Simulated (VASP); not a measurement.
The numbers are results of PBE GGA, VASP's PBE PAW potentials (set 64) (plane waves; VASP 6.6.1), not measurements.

A VASP calculation is set up with these files.

INCAR:
```
# general
SYSTEM =SnTe
PREC   =Accurate
ENCUT  =300
LREAL  =F
LASPH  =T

# electronic loop
EDIFF  =1E-6
NELM   =100
ALGO   =Normal
LMAXMIX=4

# smearing
ISMEAR =0
SIGMA  =0.05

# functional
GGA    =PE

# ions
ISIF   =2

# output
LWAVE  =F
LCHARG =F
```

### POSCAR
```
SnTe
1
    0.0000000000     3.2089670000     3.1455810000
    3.1981660000     0.0000000000     3.1455810000
    3.1981660000     3.2089670000     0.0000000000
Sn Te
1 1
Direct
  0.0000000000   0.0000000000   0.0000000000
  0.4862300000   0.5137700000   0.5137700000
```

KPOINTS:
```
K-points
0
G
7 7 7
0 0 0
```

POTCAR, in this order: Sn_d Te (PBE.64 set). Program: vasp_std.

Problem. What will the output report for the number of irreducible k-points (NKPTS), number of bands (NBANDS), largest plane-wave count, number of space-group operations, FFT grid (NGX, NGY, NGZ)?

Solution. 
```yaml
number of irreducible k-points (NKPTS): 64
number of bands (NBANDS): 14
largest_plane_wave_count: 777
number_of_space_group_operations: 4
FFT grid (NGX, NGY, NGZ): 28 × 28 × 28
```

The compound is SnTe in the rock salt structure, which distorts at low temperature. The cell was not relaxed at this level, atoms are displaced from their ideal sites. The run is one of a series of settings (ENCUT = 300 against the base run), some of them coarse on purpose.
